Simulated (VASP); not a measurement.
# BPt (I4/mmm) in VASP: reference runs

How does BPt come out in PBE? The cell is run as given.

Everything below comes from runs of VASP 6.6.1. Logs are shortened: lines on timing, memory, paths and dates and some standing lists are left out, and cuts for length are marked.

## (1) Starting point

Symmetry: I4/mmm, No. 139, tetragonal system. The conventional cell has a = 3.223 Å, b = 3.223 Å, c = 4.503 Å, α = 90.00°, β = 90.00°, γ = 90.00°. B (site symmetry 4/mmm) is surrounded by 6 Pt at 2.25 to 2.28 Å. Pt (site symmetry 4/mmm) is surrounded by 6 B at 2.25 to 2.28 Å.

The cell was built by a generator and needn't be a form met in nature.

## (2) Single point, PBE

INCAR reads:

```
PREC     = Accurate       # precision mode
ENCUT    = 520            # plane-wave cutoff, eV
EDIFF    = 1E-7           # SCF threshold, eV
ISMEAR   = -1             # smearing method
SIGMA    = 0.05           # smearing width, eV
LREAL    = F              # projectors in reciprocal space
LASPH    = T              # aspherical terms in the spheres
NELM     = 80             # most SCF steps
ALGO     = Normal         # electronic algorithm
ISIF     = 2              # what is computed and relaxed
LWAVE    = F              # write WAVECAR
LCHARG   = F              # write CHGCAR
GGA      = PE             # functional
NBANDS   = 14             # bands
```

KPOINTS reads:

```
Automatic mesh
0
Gamma
  12 12 12
```

POSCAR reads:

```
BPt
1.0
   -1.6113195500      1.6113195500      2.2516265200
    1.6113195500     -1.6113195500      2.2516265200
    1.6113195500      1.6113195500     -2.2516265200
B Pt
1 1
Direct
    0.5000000000      0.5000000000      0.0000000000
    0.0000000000      0.0000000000      0.0000000000
```

Potentials or basis: VASP PAW PBE potentials, release 64 (B, Pt).

Started as:

```
$ cat potpaw_PBE.64/B/POTCAR potpaw_PBE.64/Pt/POTCAR > POTCAR
$ mpirun -np 1 vasp_std > vasp.out
```

OUTCAR:

```text
PREC = Accurate
   ENCUT = 520
   EDIFF = 1E-7
   ISMEAR = -1
   LREAL = F
   LASPH = T
   NELM = 80
   ISIF = 2
   GGA = PE

 ion  position               nearest neighbor table
   1  0.500  0.500  0.000-   2 2.25   2 2.25   2 2.28   2 2.28   2 2.28   2 2.28
   2  0.000  0.000  0.000-   1 2.25   1 2.25   1 2.28   1 2.28   1 2.28   1 2.28

  LATTYP: Found a body centered tetragonal cell.
 ALAT       =     3.2226391000
 C/A-ratio  =     1.3973805010

  Lattice vectors:

 A1 = (  -1.6113195500,   1.6113195500,   2.2516265200)
 A2 = (   1.6113195500,  -1.6113195500,   2.2516265200)
 A3 = (   1.6113195500,   1.6113195500,  -2.2516265200)

Analysis of symmetry for initial positions (statically):
=====================================================================
 Subroutine PRICEL returns:
 Original cell was already a primitive cell.

 Routine SETGRP: Setting up the symmetry group for a
 body centered tetragonal supercell.

 Subroutine GETGRP returns: Found 16 space group operations
 (whereof 16 operations were pure point group operations)
 out of a pool of 16 trial point group operations.

The static configuration has the point symmetry D_4h.

Analysis of symmetry for dynamics (positions and initial velocities):
=====================================================================
 Subroutine PRICEL returns:
 Original cell was already a primitive cell.

 Routine SETGRP: Setting up the symmetry group for a
 body centered tetragonal supercell.

 Subroutine GETGRP returns: Found 16 space group operations
 (whereof 16 operations were pure point group operations)
 out of a pool of 16 trial point group operations.

The dynamic configuration has the point symmetry D_4h.

 Subroutine INISYM returns: Found 16 space group operations
 (whereof 16 operations are pure point group operations),
 and found     1 'primitive' translations

----------------------------------------------------------------------------------------

                                     Primitive cell

  volume of cell :      23.3840

  direct lattice vectors                    reciprocal lattice vectors
    -1.611319550  1.611319550  2.251626520     0.000000000  0.310304682  0.222061694
     1.611319550 -1.611319550  2.251626520     0.310304682  0.000000000  0.222061694
     1.611319550  1.611319550 -2.251626520     0.310304682  0.310304682  0.000000000

  length of vectors
     3.203517343  3.203517343  3.203517343     0.381576194  0.381576194  0.438837089

  position of ions in fractional coordinates (direct lattice)
     0.500000000  0.500000000  0.000000000
     0.000000000  0.000000000  0.000000000

  ion indices of the primitive-cell ions
   primitive index   ion index
                 1           1
                 2           2

----------------------------------------------------------------------------------------

 KPOINTS: Automatic mesh

Automatic generation of k-mesh.
 Grid dimensions read from file:
 generate k-points for:   12   12   12

 Generating k-lattice:

  Cartesian coordinates                     Fractional coordinates (reciprocal lattice)
     0.000000000  0.025858723  0.018505141     0.083333333  0.000000000  0.000000000
     0.025858723  0.000000000  0.018505141     0.000000000  0.083333333  0.000000000
     0.025858723  0.025858723  0.000000000     0.000000000  0.000000000  0.083333333

  Length of vectors
     0.031798016  0.031798016  0.036569757

  Shift w.r.t. Gamma in fractional coordinates (k-lattice)
     0.000000000  0.000000000  0.000000000

 Subroutine IBZKPT returns following result:
 ===========================================

 Found    163 irreducible k-points:

 Following reciprocal coordinates:
            Coordinates               Weight
  0.000000  0.000000  0.000000      1.000000
  0.083333  0.000000 -0.000000      8.000000
  0.166667  0.000000  0.000000      8.000000
  0.250000  0.000000 -0.000000      8.000000
  0.333333 -0.000000  0.000000      8.000000
  0.416667  0.000000 -0.000000      8.000000
[... 16 lines left out ...]
  0.500000  0.166667 -0.000000     16.000000
 -0.416667  0.166667  0.000000     16.000000
 [... further k-points ...]
   k-points           NKPTS =    163   k-points in BZ     NKDIM =    163   number of bands    NBANDS=     14
   number of dos      NEDOS =    301   number of ions     NIONS =      2
   total plane-waves  NPLWV =  13824
   dimension x,y,z NGX =    24 NGY =   24 NGZ =   24
   dimension x,y,z NGXF=    48 NGYF=   48 NGZF=   48
   ions per type =               1   1
   NGX,Y,Z   is equivalent  to a cutoff of  12.45, 12.45, 12.45 a.u.
   NGXF,Y,Z  is equivalent  to a cutoff of  24.91, 24.91, 24.91 a.u.
 SYSTEM =  unknown system
   PREC   = accura    normal or accurate (medium, high low for compatibility)
   ISTART =      0    job   : 0-new  1-cont  2-samecut
   ICHARG =      2    charge: 1-file 2-atom 10-const
   ISPIN  =      1    spin polarized calculation?
   LNONCOLLINEAR =      F non collinear calculations
   LSORBIT =      F    spin-orbit coupling
   LASPH  =      T    aspherical Exc in radial PAW
   ENCUT  =  520.0 eV  38.22 Ry    6.18 a.u.   5.96  5.96  5.96*2*pi/ulx,y,z
   NELM   =     80;   NELMIN=  2; NELMDL= -5     # of ELM steps
   EDIFF  = 0.1E-06   stopping-criterion for ELM
   LREAL  =      F    real-space projection
   EDIFFG = 0.1E-05   stopping-criterion for IOM
   NSW    =      0    number of steps for IOM
   IBRION =     -1    ionic relax: 0-MD 1-quasi-New 2-CG
   NFREE  =      0    steps in history (QN), initial steepest desc. (CG)
   ISIF   =      2    stress and relaxation
   ISYM   =      2    0-nonsym 1-usesym 2-fastsym
   POTIM  = 0.5000    time-step for ionic-motion
   TEBEG  =    0.0;   TEEND  =   0.0 temperature during run
   PSTRESS=    0.0 pullay stress
   NELECT =      13.0000    total number of electrons
   NUPDOWN=      -1.0000    fix difference up-down
   EMIN   =  10.00;   EMAX   =-10.00  energy-range for DOS
   EFERMI =   0.00;   METHOD = LEGACY
   ISMEAR =    -1;   SIGMA  =   0.05  broadening in eV -4-tet -1-fermi 0-gaus
   EFERMI_NEDOS =   21; number of points for ismear=-14 and -15
   IALGO  =     38    algorithm
   IMIX   =      4    mixing-type and parameters
     AMIX     =   0.40;   BMIX     =  1.00
     AMIX_MAG =   1.60;   BMIX_MAG =  1.00
  volume/ion in A,a.u.               =      11.69        78.90
  Fermi-wavevector in a.u.,A,eV,Ry     =   1.346117  2.543792 24.654168  1.812030
  Thomas-Fermi vector in A             =   2.473975
   LORBIT       =      0    0 simple, 1 ext, 2 COOP (PROOUT), +10 PAW based schemes
   GGA     = PE    functional components
   LHFCALC =     F    Hartree Fock is set to
   AEXX    =    0.0000 exact exchange contribution
   IVDW    =     0    specifies the selected vdW correction
   LEPSILON=     F    determine dielectric tensor
   LRPA    =     F    only Hartree local field effects (RPA)
 non-spin polarized calculation
  energy-cutoff  :      520.00
  volume of cell :       23.38
 maximum number of plane-waves:       640
   NGX = 11   NGY = 11   NGZ = 11

 number of electron      13.0000002 magnetization

 Free energy of the ion-electron system (eV)
  ---------------------------------------------------
  ext. energy  EPLUGINS =         0.00000000
  ---------------------------------------------------
  free energy    TOTEN  =       -12.20727153 eV

  energy without entropy =      -12.19969318  energy(sigma->0) =      -12.20348235

 E-fermi :   9.7038     XC(G=0): -12.7236

 val. band max:        9.6963124322   @ k =  -0.1667   0.3333   0.1667
 cond. band min:       9.7070444439   @ k =   0.2500   0.2500   0.2500
 fundamental gap:      0.0107320117
 Fermi energy:         9.7037878452

 k-point     1 :       0.0000    0.0000    0.0000
  band No.  band energies     occupation
      1      -2.8608      2.00000
      2       5.4546      2.00000
      3       5.4546      2.00000
      4       5.5608      2.00000
      5       6.0740      2.00000
      6       6.1120      2.00000
      7      11.8510      0.00000
      8      11.8688      0.00000
      9      11.8688      0.00000
     10      20.8730      0.00000
     11      21.5067      0.00000
     12      28.6392      0.00000
     13      28.7823      0.00000
     14      28.7823      0.00000

 k-point     2 :       0.0833    0.0000   -0.0000
  band No.  band energies     occupation
      1      -2.6941      2.00000
      2       5.3458      2.00000
      3       5.4744      2.00000
      4       5.5558      2.00000
      5       5.9297      2.00000
      6       5.9543      2.00000
      7      11.6681      0.00000
      8      12.2411      0.00000
      9      12.2426      0.00000
     10      21.0991      0.00000
     11      21.6345      0.00000
     12      27.2789      0.00000
     13      27.9720      0.00000
     14      28.0272      0.00000

 k-point     3 :       0.1667    0.0000    0.0000
  band No.  band energies     occupation
      1      -2.2054      2.00000
      2       4.9832      2.00000
      3       5.1685      2.00000
      4       5.2112      2.00000
      5       6.0034      2.00000
      6       6.0296      2.00000
      7      11.1627      0.00000
      8      13.1835      0.00000
      9      13.2144      0.00000
     10      21.1931      0.00000
     11      21.9972      0.00000
     12      25.8804      0.00000
     13      26.1760      0.00000
     14      26.3768      0.00000

 k-point     4 :       0.2500    0.0000   -0.0000
  band No.  band energies     occupation
      1      -1.4322      2.00000
      2       4.4441      2.00000
      3       4.6314      2.00000
      4       4.6512      2.00000
      5       6.3961      2.00000
      6       6.4088      2.00000
      7      10.4957      0.00000
      8      14.3940      0.00000
      9      14.4618      0.00000
     10      19.9651      0.00000
     11      22.8781      0.00000
     12      24.1874      0.00000
     13      24.4160      0.00000
     14      26.1337      0.00000

 k-point     5 :       0.3333   -0.0000    0.0000
  band No.  band energies     occupation
      1      -0.4455      2.00000
      2       3.7812      2.00000
      3       4.1667      2.00000
      4       4.1736      2.00000
      5       6.8503      2.00000
      6       6.8601      2.00000
      7       9.8091      0.21689
      8      15.6232      0.00000
      9      15.7338      0.00000
     10      18.4592      0.00000
     11      22.3965      0.00000
[... 276 lines left out ...]
 k-point    22 :       0.4167    0.1667   -0.0000
  band No.  band energies     occupation
      1       1.6690      2.00000
      2       2.0355      2.00000
      3       4.0470      2.00000
      4       4.1881      2.00000
      5       7.2698      2.00000
      6       7.7052      2.00000
      7       8.9867      2.00000
      8      14.3044      0.00000
      9      15.9208      0.00000
     10      18.3863      0.00000
     11      20.9181      0.00000
     12      22.7238      0.00000
     13      23.6883      0.00000
     14      29.9571      0.00000

 k-point    23 :       0.5000    0.1667   -0.0000
  band No.  band energies     occupation
      1       1.1386      2.00000
      2       2.4885      2.00000
      3       4.1763      2.00000
      4       4.2548      2.00000
      5       7.4148      2.00000
      6       7.4616      2.00000
      7       8.9681      2.00000
      8      14.8067      0.00000
      9      15.1538      0.00000
     10      18.8213      0.00000
     11      20.2052      0.00000
     12      23.0491      0.00000
     13      23.8912      0.00000
     14      30.5941      0.00000

 k-point    24 :      -0.4167    0.1667    0.0000
  band No.  band energies     occupation
      1       0.2028      2.00000
      2       3.0777      2.00000
      3       4.2428      2.00000
      4       4.6248      2.00000
      5       6.9229      2.00000
      6       7.3512      2.00000
      7       9.6611      1.40244
      8      13.7633      0.00000
      9      15.7308      0.00000
     10      19.5327      0.00000
     11      19.7995      0.00000
     12      23.5602      0.00000
     13      23.8832      0.00000
     14      29.1792      0.00000

 [... further k-points ...]

------------------------ aborting loop because EDIFF is reached ----------------------------------------

  FORCE on cell =-STRESS in cart. coord.  units (eV):
  Direction    XX          YY          ZZ          XY          YZ          ZX
  --------------------------------------------------------------------------------------
  -------------------------------------------------------------------------------------
  Total       -0.2541458     -0.2541458      0.1083877      0.0000000     -0.0000000      0.0000000
  in kB      -17.4130091    -17.4130091      7.4262697      0.0000000     -0.0000000      0.0000000
  external PRESSURE =      -9.1332495 kB  Pullay stress =       0.0000000 kB

 VOLUME and BASIS-vectors are now :
 -----------------------------------------------------------------------------
  energy-cutoff  :      520.00
  volume of cell :       23.38
      direct lattice vectors                 reciprocal lattice vectors
    -1.611319550  1.611319550  2.251626520     0.000000000  0.310304682  0.222061694
     1.611319550 -1.611319550  2.251626520     0.310304682  0.000000000  0.222061694
     1.611319550  1.611319550 -2.251626520     0.310304682  0.310304682  0.000000000

 POSITION                                       TOTAL-FORCE (eV/Angst)
 -----------------------------------------------------------------------------------
      0.00000      0.00000      2.25163         0.000000     -0.000000      0.000000
      0.00000      0.00000      0.00000        -0.000000      0.000000      0.000000
 -----------------------------------------------------------------------------------
    total drift:                               -0.000000      0.000000     -0.000000

  FREE ENERGIE OF THE ION-ELECTRON SYSTEM (eV)
  ---------------------------------------------------
  free  energy   TOTEN  =       -12.2072715260 eV

  energy  without entropy=      -12.1996931769  energy(sigma->0) =      -12.20348235
```

Run time: 43 s. Hardware: 1 thread of Intel Xeon Platinum 8375C at 2.90GHz (Ice Lake), shared host; peak memory 0.18 GiB.

Results:

- Free energy: -12.2073 eV
- Pressure: -0.9 GPa
- Band gap on the k mesh: none (metal or under the smearing width)

Stress tensor (GPa, compression positive):
```
-1.74  0.00  0.00
 0.00 -1.74  0.00
 0.00  0.00  0.74
```

Levels at points of the mesh, in eV from the Fermi level:
```tsv
k point	band 3	band 4	band 5	band 6	band 7	band 8	band 9	band 10
(0.00, 0.00, 0.00)	-4.25	-4.14	-3.63	-3.59	2.15	2.17	2.17	11.17
(0.50, 0.00, 0.00)	-5.95	-5.94	-2.35	-2.31	-0.65	7.35	7.37	7.55
(0.50, 0.50, 0.00)	-4.47	-2.74	-1.82	-1.78	-0.34	-0.27	1.29	6.78
(0.50, 0.50, 0.50)	-4.38	-2.70	-1.80	-1.80	-0.40	-0.40	1.45	6.61
```

Spin-orbit coupling is left out, which matters for the levels of Pt.
